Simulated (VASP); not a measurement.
Computed with vdW-DF2, VASP's PBE PAW potentials (set 64) (plane waves; VASP).

VASP ran on this input.

**KPOINTS**
```
Automatic mesh
0
Gamma
4 4 4
0 0 0
```

### INCAR
```
! general
SYSTEM   = CsPbBr3
PREC     = Accurate
ENCUT    = 520
LREAL    = .FALSE.
LASPH    = .TRUE.

! electronic loop
EDIFF    = 1E-7
NELM     = 100
ALGO     = Normal
LMAXMIX  = 4

! smearing
ISMEAR   = -5

! functional
GGA      = ML
LUSE_VDW = .TRUE.
AGGAC    = 0.0
ZAB_VDW  = -1.8867

! ions
ISIF     = 2

! output
LWAVE    = .FALSE.
LCHARG   = .TRUE.
LORBIT   = 11
NEDOS    = 601

! other
LEFG     = .TRUE.
```

File POSCAR:
```
CsPbBr3
1.0
  6.0907801901   0.0000000000   0.0000000000
  0.0000000000   6.0907801901   0.0000000000
  0.0000000000   0.0000000000   6.0907801901
Cs Pb Br
1 1 3
Cart
  0.0000000000   0.0000000000   0.0000000000
  3.0453900951   3.0453900951   3.0453900951
  3.0453900951   0.0000000000   3.0453900951
  0.0000000000   3.0453900951   3.0453900951
  3.0453900951   3.0453900951   0.0000000000
```

POTCAR, in this order: Cs_sv Pb_d Br (PBE.64 set). Program: vasp_std.

Output of the run:

OSZICAR:
```
       N       E                     dE             d eps       ncg     rms          rms(c)
DAV:   1     0.410376273369E+03    0.41038E+03   -0.18529E+04   520   0.147E+03
DAV:   2     0.456263313917E+02   -0.36475E+03   -0.35836E+03   640   0.322E+02
DAV:   3    -0.386934960962E+01   -0.49496E+02   -0.49106E+02   622   0.131E+02
DAV:   4    -0.601902692749E+01   -0.21497E+01   -0.21447E+01   664   0.354E+01
DAV:   5    -0.607172785674E+01   -0.52701E-01   -0.52659E-01   682   0.472E+00    0.380E+00
DAV:   6    -0.519204684916E+01    0.87968E+00   -0.16700E+00   682   0.138E+01    0.187E+00
DAV:   7    -0.509496483618E+01    0.97082E-01   -0.72731E-01   728   0.475E+00    0.986E-01
DAV:   8    -0.508907535209E+01    0.58895E-02   -0.89128E-02   602   0.223E+00    0.251E-01
DAV:   9    -0.508623170626E+01    0.28436E-02   -0.16756E-02   732   0.915E-01    0.102E-01
DAV:  10    -0.508643900058E+01   -0.20729E-03   -0.13917E-03   570   0.249E-01    0.525E-02
DAV:  11    -0.508653973631E+01   -0.10074E-03   -0.23994E-04   626   0.145E-01    0.862E-03
DAV:  12    -0.508654510378E+01   -0.53675E-05   -0.13290E-05   636   0.323E-02    0.359E-03
DAV:  13    -0.508654538844E+01   -0.28466E-06   -0.17168E-06   690   0.134E-02    0.117E-03
DAV:  14    -0.508654540937E+01   -0.20936E-07   -0.41929E-07   514   0.561E-03
   1 F= -.50865454E+01 E0= -.50865454E+01  d E =0.000000E+00
```

**OUTCAR**
```
------------------------ aborting loop because EDIFF is reached ----------------------------------------
  FORCE on cell =-STRESS in cart. coord.  units (eV):
  Direction    XX          YY          ZZ          XY          YZ          ZX
  --------------------------------------------------------------------------------------
  Total       -0.0137737     -0.0137737     -0.0137737      0.0000000     -0.0000000     -0.0000000
  in kB       -0.0976656     -0.0976656     -0.0976656      0.0000000     -0.0000000     -0.0000000
  external PRESSURE =      -0.0976656 kB  Pullay stress =       0.0000000 kB
  volume of cell :      225.95
      direct lattice vectors                 reciprocal lattice vectors
     6.090780190  0.000000000  0.000000000     0.164182579  0.000000000  0.000000000
     0.000000000  6.090780190  0.000000000     0.000000000  0.164182579  0.000000000
     0.000000000  0.000000000  6.090780190     0.000000000  0.000000000  0.164182579
 POSITION                                       TOTAL-FORCE (eV/Angst)
 -----------------------------------------------------------------------------------
      0.00000      0.00000      0.00000         0.000000      0.000000      0.000000
      3.04539      3.04539      3.04539         0.000000      0.000000      0.000000
      3.04539      0.00000      3.04539         0.000000      0.000000      0.000000
      0.00000      3.04539      3.04539         0.000000      0.000000      0.000000
      3.04539      3.04539      0.00000         0.000000      0.000000      0.000000
 -----------------------------------------------------------------------------------
    total drift:                                0.000000     -0.000000     -0.000000
  FREE ENERGIE OF THE ION-ELECTRON SYSTEM (eV)
  ---------------------------------------------------
  free  energy   TOTEN  =        -5.0865454094 eV

  energy  without entropy=       -5.0865454094  energy(sigma->0) =       -5.08654541

 total charge

# of ion       s       p       d       tot
------------------------------------------
    1        1.800   4.642   0.009   6.451
    2        1.518   0.420   9.842  11.779
    3        1.647   3.236   0.005   4.888
    4        1.647   3.236   0.005   4.888
    5        1.647   3.236   0.005   4.888
--------------------------------------------------
tot          8.261  14.770   9.865  32.895

 Electric field gradients after diagonalization (V/A^2)
 (convention: |V_zz| > |V_xx| > |V_yy|)
----------------------------------------------------------------------
 ion       V_xx      V_yy      V_zz     asymmetry (V_yy - V_xx)/ V_zz
----------------------------------------------------------------------
   1       0.000     0.000    -0.000       0.064
   2      -0.000     0.000    -0.000      -1.166
   3     -85.444   -85.444   170.888       0.000
   4     -85.444   -85.444   170.888       0.000
   5     -85.444   -85.444   170.888       0.000
```
(Selected blocks of OUTCAR.)

The compound is CsPbBr3 in the cubic perovskite structure, the ideal cubic form; the compound distorts at low or room temperature. It was relaxed first, which changed the volume by +12 %.
